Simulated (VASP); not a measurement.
# CoPtO2: phonons from a supercell

Aim: the phonon dispersion and thermal properties of CoPtO2. The start is a computed cell from the Materials Project.

Calculated with VASP 6.6.1; LDA, spin-polarised from a ferromagnetic start (one magnetic atom a cell); plane waves and PAW (Pt, Co, O).

## (1) Set-up

The structure is trigonal, space group R-3m (No. 166). The conventional cell has a = 2.825 Å, b = 2.825 Å, c = 17.818 Å, α = 90.00°, β = 90.00°, γ = 120.00°. Nearest to Pt lie 2 O at 2.00 Å. Nearest to Co lie 6 O at 1.90 Å. Nearest to O lie 3 Co at 1.90 Å and 1 Pt at 2.00 Å. Farther neighbours and most contacts between anions are not listed.

Coordinates:

```cif
data_structure
_symmetry_space_group_name_H-M 'P 1'
_symmetry_Int_Tables_number 1
_cell_length_a 6.1592
_cell_length_b 6.1592
_cell_length_c 6.1592
_cell_angle_alpha 26.511
_cell_angle_beta 26.511
_cell_angle_gamma 26.511
_cell_volume 41.04
loop_
_atom_site_label
_atom_site_type_symbol
_atom_site_fract_x
_atom_site_fract_y
_atom_site_fract_z
_atom_site_occupancy
Pt1 Pt 0.00000 0.00000 0.00000 1
Co2 Co 0.50000 0.50000 0.50000 1
O3 O 0.11224 0.11224 0.11224 1
O4 O 0.88776 0.88776 0.88776 1
```

## (2) Relax the host

First cell and atoms are relaxed at a raised cutoff, so that later runs start from this functional's own cell.

Contents of INCAR:

```
SYSTEM = CoPtO2
PREC = Accurate
ENCUT = 520
EDIFF = 1E-06
NELM = 120
ISMEAR = 0
SIGMA = 0.05
LREAL = .FALSE.
ALGO = Normal
GGA = CA
NBANDS = 25
ISPIN = 2
MAGMOM = 0 2 0 0
LASPH = .TRUE.
LMAXMIX = 4
LORBIT = 11
LWAVE = .FALSE.
LCHARG = .FALSE.
KPAR = 4
IBRION = 2
NSW = 40
ISIF = 3
EDIFFG = -0.02
POTIM = 0.4
```

Contents of POSCAR:

```
CoPtO2
1.0
    1.4122699173      0.8153744169      5.9393891094
   -1.4122699173      0.8153744169      5.9393891094
    0.0000000000     -1.6307488338      5.9393891094
Pt Co O
1 1 2
Direct
    0.0000000000      0.0000000000      0.0000000000
    0.5000000000      0.5000000000      0.5000000000
    0.1122440300      0.1122440300      0.1122440300
    0.8877559700      0.8877559700      0.8877559700
```

Contents of KPOINTS:

```
Automatic mesh
0
Gamma
8 8 8
0 0 0
```

PAW data sets: Pt, Co and O (LDA family, release 64).

Run with:

```console
$ mpirun -np 4 vasp_std
```

Output:

```text
[banner, memory and clock lines left out]
running    4 mpi-ranks, on    1 nodes
 distrk:  each k-point on    1 cores,    4 groups
 distr:  one band on    1 cores,    1 groups

 POSCAR found type information on POSCAR PtCoO
 POSCAR found :  3 types and       4 ions
 LDA part: xc-table for (Slater(with rela. corr.)+CA(PZ))
 , standard interpolation
 POSCAR, INCAR and KPOINTS ok, starting setup
 FFT: planning ... GRIDC
 FFT: planning ... GRID_SOFT
 FFT: planning ... GRID
 WAVECAR not read
 entering main loop
       N       E                     dE             d eps       ncg     rms          rms(c)
DAV:   1     0.233724123431E+03    0.23372E+03   -0.14933E+04  6596   0.137E+03
DAV:   2    -0.170895754576E+02   -0.25081E+03   -0.22496E+03  6912   0.333E+02
DAV:   3    -0.352120545377E+02   -0.18122E+02   -0.17476E+02  7819   0.997E+01
DAV:   4    -0.355025538564E+02   -0.29050E+00   -0.28992E+00  7650   0.125E+01
DAV:   5    -0.355085460836E+02   -0.59922E-02   -0.59915E-02  8158   0.186E+00    0.302E+01
DAV:   6    -0.421072430429E+02   -0.65987E+01   -0.61281E+01  7641   0.105E+02    0.518E+01
DAV:   7    -0.317235564525E+02    0.10384E+02   -0.22240E+01  8713   0.971E+01    0.140E+01
DAV:   8    -0.310041120671E+02    0.71944E+00   -0.44792E+00  9643   0.310E+01    0.802E+00
DAV:   9    -0.308326709450E+02    0.17144E+00   -0.73952E-01  8617   0.963E+00    0.207E+00
DAV:  10    -0.308301631900E+02    0.25078E-02   -0.50205E-02  8424   0.208E+00    0.758E-01
DAV:  11    -0.308304636165E+02   -0.30043E-03   -0.51504E-03  7879   0.574E-01    0.266E-01
DAV:  12    -0.308303272679E+02    0.13635E-03   -0.41734E-04  8185   0.229E-01    0.137E-01
DAV:  13    -0.308302781290E+02    0.49139E-04   -0.46998E-05  8346   0.603E-02    0.834E-02
DAV:  14    -0.308302714153E+02    0.67137E-05   -0.80688E-06  8444   0.370E-02    0.480E-02
DAV:  15    -0.308302692957E+02    0.21196E-05   -0.22689E-06  5619   0.221E-02    0.281E-02
DAV:  16    -0.308302681757E+02    0.11200E-05   -0.12050E-06  4999   0.132E-02    0.182E-02
DAV:  17    -0.308302672835E+02    0.89226E-06   -0.10261E-06  5487   0.134E-02
   1 F= -.30830267E+02 E0= -.30828627E+02  d E =-.308303E+02  mag=    -0.0017
 curvature:   0.00 expect dE= 0.000E+00 dE for cont linesearch  0.000E+00
 trial: gam= 0.00000 g(F)=  0.129E-02 g(S)=  0.255E+00 ort = 0.000E+00 (trialstep = 0.100E+01)
 search vector abs. value=  0.257E+00
 bond charge predicted
       N       E                     dE             d eps       ncg     rms          rms(c)
DAV:   1    -0.324329411297E+02   -0.16027E+01   -0.31750E+01  7387   0.576E+01    0.115E+01
DAV:   2    -0.311199203055E+02    0.13130E+01   -0.34996E+00  8426   0.296E+01    0.505E+00
DAV:   3    -0.313665142958E+02   -0.24659E+00   -0.28963E+00  8650   0.385E+01    0.808E+00
DAV:   4    -0.308281444887E+02    0.53837E+00   -0.16038E+00  9006   0.189E+01    0.150E+00
DAV:   5    -0.308116370150E+02    0.16507E-01   -0.43938E-02  9059   0.246E+00    0.930E-01
DAV:   6    -0.308083365817E+02    0.33004E-02   -0.12256E-02  8199   0.900E-01    0.401E-01
DAV:   7    -0.308069597571E+02    0.13768E-02   -0.25737E-03  8400   0.765E-01    0.921E-02
DAV:   8    -0.308069574324E+02    0.23248E-05   -0.28078E-04  7051   0.139E-01    0.359E-02
DAV:   9    -0.308069518501E+02    0.55823E-05   -0.17914E-05  8679   0.431E-02    0.234E-02
DAV:  10    -0.308069502895E+02    0.15606E-05   -0.74914E-06  8030   0.493E-02    0.310E-03
DAV:  11    -0.308069503637E+02   -0.74223E-07   -0.11218E-06  4507   0.966E-03
   2 F= -.30806950E+02 E0= -.30805334E+02  d E =0.233169E-01  mag=    -0.0001
[...]
3 F= -.30892416E+02 E0= -.30890784E+02  d E =-.621486E-01  mag=    -0.0000
[...]
4 F= -.30892419E+02 E0= -.30890787E+02  d E =-.621517E-01  mag=    -0.0000
[...]
5 F= -.30893185E+02 E0= -.30891545E+02  d E =-.766472E-03  mag=     0.0000
[...]
6 F= -.30893249E+02 E0= -.30891610E+02  d E =-.829751E-03  mag=    -0.0000
 curvature:  -0.36 expect dE=-0.119E-03 dE for cont linesearch -0.124E-07
 trial: gam= 0.12438 g(F)=  0.303E-03 g(S)=  0.292E-04 ort =-0.916E-05 (trialstep = 0.857E+00)
 search vector abs. value=  0.367E-03
 bond charge predicted
       N       E                     dE             d eps       ncg     rms          rms(c)
DAV:   1    -0.308935282579E+02   -0.27936E-03   -0.40698E-02  6540   0.136E+00    0.106E-01
DAV:   2    -0.308935285998E+02   -0.34198E-06   -0.90603E-04  8279   0.479E-01    0.976E-02
DAV:   3    -0.308934548889E+02    0.73711E-04   -0.27139E-04  8882   0.399E-01    0.541E-02
DAV:   4    -0.308934217360E+02    0.33153E-04   -0.46545E-05  8968   0.119E-01    0.147E-02
DAV:   5    -0.308934205626E+02    0.11734E-05   -0.56010E-06  7705   0.214E-02    0.650E-03
DAV:   6    -0.308934204865E+02    0.76084E-07   -0.49573E-07  3385   0.786E-03
   7 F= -.30893420E+02 E0= -.30891780E+02  d E =-.171744E-03  mag=     0.0000
 trial-energy change:   -0.000172  1 .order   -0.000170   -0.000284   -0.000056
 step:   1.0698(harm=  1.0698)  dis= 0.00241  next Energy=   -30.893426 (dE=-0.177E-03)
 reached required accuracy - stopping structural energy minimisation
```

Elapsed: 7.7 min, on 4 MPI ranks of Intel Xeon Platinum 8488C (Sapphire Rapids), shared host; peak memory 1.6 GiB; 27 min of CPU time.

Lines that name or quote the potential files are left out of all logs, and their timing lines are given in words.

OUTCAR, selected parts (step 2):

```text
ion  position               nearest neighbor table
   1  0.000  0.000  0.000-   3 2.00   4 2.00
   2  0.500  0.500  0.500-   3 1.90   4 1.90   3 1.90   3 1.90   4 1.90   4 1.90
   3  0.112  0.112  0.112-   2 1.90   2 1.90   2 1.90   1 2.00
   4  0.888  0.888  0.888-   2 1.90   2 1.90   2 1.90   1 2.00

  LATTYP: Found a trigonal (rhomboedric) cell.
 ALAT       =     6.1591951383
 COS(alpha) =     0.8948480128

 Subroutine GETGRP returns: Found 12 space group operations
 (whereof 12 operations were pure point group operations)

The static configuration has the point symmetry D_3d.

 Found     65 irreducible k-points:

   k-points           NKPTS =     65   k-points in BZ     NKDIM =     65   number of bands    NBANDS=     25

   dimension x,y,z NGX =    48 NGY =   48 NGZ =   48
   dimension x,y,z NGXF=    96 NGYF=   96 NGZF=   96

   ENCUT  =  520.0 eV  38.22 Ry    6.18 a.u.  11.45 11.45 11.45*2*pi/ulx,y,z

   NELECT =      31.0000    total number of electrons

 k-points in reciprocal lattice and weights: Automatic mesh
   0.00000000  0.00000000  0.00000000       0.002
   0.12500000  0.00000000  0.00000000       0.012
   0.25000000  0.00000000  0.00000000       0.012
   0.37500000  0.00000000  0.00000000       0.012
   0.50000000  0.00000000  0.00000000       0.006
   0.12500000  0.12500000  0.00000000       0.012
   0.25000000  0.12500000  0.00000000       0.023
   0.37500000  0.12500000  0.00000000       0.023
   0.50000000  0.12500000  0.00000000       0.023
[...]
-0.37500000  0.50000000  0.37500000       0.012
   0.50000000  0.50000000  0.50000000       0.002

 average (electrostatic) potential at core
       1 -65.3509       2 -79.8334       3 -69.0479       4 -69.0479

 E-fermi :   8.8979

 spin component 1
 k-point     1 :       0.0000    0.0000    0.0000
  band No.  band energies     occupation
    ...
     12       7.1904      1.00000
     13       7.1904      1.00000
     14       7.4849      1.00000
     15       7.4849      1.00000
     16       7.6471      1.00000
     17      11.1100      0.00000
     18      11.1100      0.00000
     19      12.1789      0.00000
     20      14.6152      0.00000
     21      18.4572      0.00000
    ...

 k-point     2 :       0.1250    0.0000    0.0000
  band No.  band energies     occupation
    ...
     12       6.8649      1.00000
     13       7.2348      1.00000
     14       7.4871      1.00000
     15       7.7711      1.00000
     16       7.8241      1.00000
     17      10.7666      0.00000
     18      10.9517      0.00000
     19      12.3917      0.00000
     20      15.5495      0.00000
     21      18.8968      0.00000
    ...

 k-point     3 :       0.2500    0.0000    0.0000
  band No.  band energies     occupation
    ...
     12       7.2044      1.00000
     13       7.3269      1.00000
     14       7.5239      1.00000
     15       8.0733      1.00000
     16       8.3098      1.00000
     17      10.2655      0.00000
     18      10.6385      0.00000
     19      12.6514      0.00000
     20      17.4057      0.00000
     21      19.8951      0.00000
    ...

 k-point     4 :       0.3750    0.0000    0.0000
  band No.  band energies     occupation
    ...
     12       7.3901      1.00000
     13       8.1803      1.00000
     14       8.2866      1.00000
     15       8.3591      1.00000
     16       8.6142      1.00000
     17      10.1876      0.00000
     18      10.4931      0.00000
     19      12.4984      0.00000
     20      18.4976      0.00000
     21      18.8614      0.00000
    ...

 k-point     5 :       0.5000    0.0000    0.0000
  band No.  band energies     occupation
    ...
     10       6.3213      1.00000
     11       7.1849      1.00000
     12       7.6917      1.00000
     13       7.9645      1.00000
     14       8.2372      1.00000
     15       9.2642      0.00000
     16      10.2538      0.00000
     17      10.4917      0.00000
     18      10.5600      0.00000
     19      11.6188      0.00000
    ...

 k-point     6 :       0.1250    0.1250    0.0000
  band No.  band energies     occupation
    ...
     12       6.8626      1.00000
     13       7.3310      1.00000
     14       7.5651      1.00000
     15       7.6662      1.00000
     16       7.8854      1.00000
     17      10.6594      0.00000
     18      11.0038      0.00000
     19      12.4431      0.00000
     20      15.5206      0.00000
     21      18.8634      0.00000
    ...

  Total       -0.0284786     -0.0284786     -0.0278565     -0.0000000     -0.0000000      0.0000000
  in kB       -1.1594649     -1.1594649     -1.1341382     -0.0000000     -0.0000000      0.0000000
  external PRESSURE =      -1.1510226 kB  Pullay stress =       0.0000000 kB

  energy-cutoff  :      520.00
  volume of cell :       39.35
      direct lattice vectors                 reciprocal lattice vectors
     1.391635596  0.803461186  5.865829781     0.359289459  0.207435866  0.056826288
    -1.391635596  0.803461186  5.865829781    -0.359289459  0.207435866  0.056826288
     0.000000000 -1.606922372  5.865829781     0.000000000 -0.414871731  0.056826288

 POSITION                                       TOTAL-FORCE (eV/Angst)
 -----------------------------------------------------------------------------------
      0.00000     -0.00000      0.00000         0.000000      0.000000      0.000000
      0.00000      0.00000      8.79874        -0.000000     -0.000000      0.000000
      0.00000      0.00000      1.97650        -0.000000      0.000000     -0.017264
      0.00000      0.00000     15.62099         0.000000      0.000000      0.017264
 -----------------------------------------------------------------------------------
    total drift:                                0.000000     -0.000000      0.000000

  FREE ENERGIE OF THE ION-ELECTRON SYSTEM (eV)
  ---------------------------------------------------
  free  energy   TOTEN  =       -30.8934204865 eV

  energy  without entropy=      -30.8901398451  energy(sigma->0) =      -30.89178017

 reached required accuracy - stopping structural energy minimisation

 total charge
# of ion       s       p       d       tot
------------------------------------------
    1        0.679   0.632   8.025   9.336
    2        0.461   0.734   7.442   8.637
    3        1.543   3.462   0.000   5.005
    4        1.543   3.462   0.000   5.005
--------------------------------------------------
tot          4.226   8.290  15.468  27.984

 magnetization (x)
# of ion       s       p       d       tot
------------------------------------------
    1        0.000  -0.000   0.000   0.000
    2       -0.000  -0.000  -0.000  -0.000
    3        0.000  -0.000   0.000  -0.000
    4        0.000  -0.000   0.000  -0.000
--------------------------------------------------
tot         -0.000  -0.000   0.000   0.000

[... 1 further part left out ...]
```

CONTCAR:

```
CoPtO2
   1.00000000000000
     1.3916355962325053    0.8034611860780794    5.8658297808796673
    -1.3916355962325053    0.8034611860780794    5.8658297808796673
     0.0000000000000000   -1.6069223721561587    5.8658297808796673
  Pt              Co              O
     1     1     2
Direct
     0.0000000000000000    0.0000000000000000    0.0000000000000000
     0.5000000000000000    0.5000000000000000    0.5000000000000000
     0.1123171108261925    0.1123171108261925    0.1123171108261925
     0.8876828891738076    0.8876828891738076    0.8876828891738076
```

The moments of the start collapse, so the state is non-magnetic; other starts or orders were not tried. Oxides and halides of Co are often magnetic insulators, and a metal at this level, without U or exact exchange, may be an artefact, though some of them are metals in fact. The run keeps the 12 symmetry operations of its start, so it cannot find a distortion of lower symmetry.

Relaxation path:

```
step  energy less that of the first step (eV)  largest force (eV/Å)  pressure (GPa)  volume (Å³)
   1                                   0.0000                0.1292          -11.55        41.04
   2                                   0.0233                0.0781           15.72        37.62
   3                                  -0.0621                0.0350           -0.23        39.41
   4                                  -0.0622                0.0328           -0.02        39.38
   5                                  -0.0629                0.0889            0.07        39.33
   6                                  -0.0630                0.0626            0.09        39.34
   7                                  -0.0632                0.0173           -0.12        39.35
```

```
conventional cell, symmetrised  before   after  change
                         a (Å)   2.825   2.783  -1.5 %
                         b (Å)   2.825   2.783  -1.5 %
                         c (Å)  17.818  17.597  -1.2 %
              volume (Å³/atom)   10.26    9.84  -4.1 %
```

Final coordinates:

```cif
data_structure
_symmetry_space_group_name_H-M 'P 1'
_symmetry_Int_Tables_number 1
_cell_length_a 6.0820
_cell_length_b 6.0820
_cell_length_c 6.0820
_cell_angle_alpha 26.455
_cell_angle_beta 26.455
_cell_angle_gamma 26.455
_cell_volume 39.35
loop_
_atom_site_label
_atom_site_type_symbol
_atom_site_fract_x
_atom_site_fract_y
_atom_site_fract_z
_atom_site_occupancy
Pt1 Pt 0.00000 0.00000 0.00000 1
Co2 Co 0.50000 0.50000 0.50000 1
O3 O 0.11232 0.11232 0.11232 1
O4 O 0.88768 0.88768 0.88768 1
```

This step gave:

* electronic cycles: 63
* electrons: 31
* free energy (TOTEN): -30.89 eV
* energy at zero smearing: -30.89 eV
* Fermi energy: 8.898 eV
* pressure: -0.1151 GPa
* labelled metallic, from the levels on this mesh: yes

The spin moment in the PAW sphere vanishes on all atoms.

The run ended after 7 ionic steps, 0.063 eV below its first step, once forces and stress met EDIFFG = -0.02.

(Continued in part 2 of 2.)

[Lines on the potential files, build, host, timing and source positions are cut from VASP's logs without a mark.]

[Logs are printed without paths, hosts, clocks, repeated set-up lines and the standing remarks that a program may print on its own settings, such as how far it seeks lower states.]

[Hosts, paths, dates, database ids (printed as entryN), source tags and the programs' standing remarks are cut or masked in the printed files.]

[Runs that stopped without an error message from VASP are left out.]
